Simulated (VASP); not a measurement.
Energy against volume of CdSe (zinc blende). Calculation: optB86b-vdW, VASP's PBE PAW potentials (set 64) (plane waves; VASP 6.6.1). Run with 520 eV cut-off, 8×8×8 Γ-centred mesh, Gaussian smearing of 0.050 eV, potentials Cd Se.

```tsv
V (Å³/atom)	E (eV/atom)
28.188	-0.33786
29.059	-0.34217
29.931	-0.33845
30.803	-0.32801
```

Problem. Fit these four points and predict the energy of the run at 27.316 Å³/atom.

Solution. A cubic in V^(−2/3), the third-order Birch-Murnaghan form, passes through the four points with V0 = 29.07 Å³/atom and B0 = 49 GPa, and gives -0.3239 eV/atom there. The run gave -0.3240 eV/atom, -0.1 meV/atom from the fit; all five points give B0 = 49 GPa.

The compound is CdSe in the zinc blende structure, whereas wurtzite is the usual form. It was relaxed first, which changed the volume by +5 %.
